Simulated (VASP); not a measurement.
Crystal: Be2Si.

```
Si Be
1.0
     0.00000    2.64138    2.64138
     2.64138    0.00000    2.64138
     2.64138    2.64138    0.00000
Si Be
1 2
Direct
  0.00000 0.00000 0.00000
  0.25000 0.25000 0.25000
  0.75000 0.75000 0.75000
```

The cell was built by a generator and needn't be a form met in nature.

Base run:

| Item | Value |
| --- | --- |
| Program | VASP 6.6.1 |
| Functional | HSE06 |
| Potentials or basis | VASP PAW PBE potentials, release 64 (Si, Be) |
| Cutoff | 520 eV |
| k mesh | 6 × 6 × 6 |
| Occupations | fermi-dirac, width 0.02 eV |
| Spin | no spin polarisation |

Its results: band gap on the k mesh none (metal or under the smearing width); pressure -0.6 GPa.

Q: The run is repeated on the same cell with these changes: functional from HSE06 to r2SCAN; k mesh from 6 × 6 × 6 to 8 × 8 × 8. What comes out?

A: Band gap on the k mesh none (metal or under the smearing width); pressure 0.1 GPa.

Several settings changed at once, so the effect can't be laid on one alone.

Caveats: the PAW data sets were made with another functional, which shifts forces and pressure a little.
